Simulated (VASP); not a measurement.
Ti₃Ge (space group I-4): computed properties

Level of theory: PBEsol GGA, VASP's PBE PAW potentials (set 64) (plane waves; VASP).

For Ti3Ge, the space group comes out as I-4 (82) and the cell is a = b = 10.1005 Å, c = 5.0745 Å, α = β = γ = 90.00°. The volume per atom is 16.18 Å³/atom and the band gap (over mesh and band path) is none (metal, semimetal or under 0.01 eV). The density is 5.55 g/cm³.

```cif
data_Ge4Ti12
_chemical_formula_sum 'Ti12 Ge4'
_space_group_name_H-M_alt 'P 1'
_space_group_IT_number 1
_cell_length_a 7.57941
_cell_length_b 7.57941
_cell_length_c 7.57941
_cell_angle_alpha 96.434
_cell_angle_beta 96.434
_cell_angle_gamma 140.885
loop_
_space_group_symop_operation_xyz
  'x, y, z'
loop_
_atom_site_label
_atom_site_type_symbol
_atom_site_fract_x
_atom_site_fract_y
_atom_site_fract_z
_atom_site_occupancy
Ti1 Ti 0.67962 0.86903 0.97458 1
Ti2 Ti 0.13097 0.10554 0.81058 1
Ti3 Ti 0.89446 0.70504 0.02542 1
Ti4 Ti 0.29496 0.32038 0.18942 1
Ti5 Ti 0.99213 0.37632 0.32977 1
Ti6 Ti 0.62368 0.95345 0.61580 1
Ti7 Ti 0.04655 0.66236 0.67023 1
Ti8 Ti 0.33764 0.00787 0.38420 1
Ti9 Ti 0.02198 0.42422 0.96818 1
Ti10 Ti 0.57578 0.54396 0.59776 1
Ti11 Ti 0.45604 0.05380 0.03182 1
Ti12 Ti 0.94620 0.97802 0.40224 1
Ge1 Ge 0.48893 0.81529 0.25415 1
Ge2 Ge 0.18471 0.43886 0.67364 1
Ge3 Ge 0.56114 0.23478 0.74585 1
Ge4 Ge 0.76522 0.51107 0.32636 1
```

The structure comes from a computed database's Ti3Ge entry (I-4); how it stands against other phases isn't given here. It was relaxed first. Symmetry was kept, so distortions that lower it aren't found.
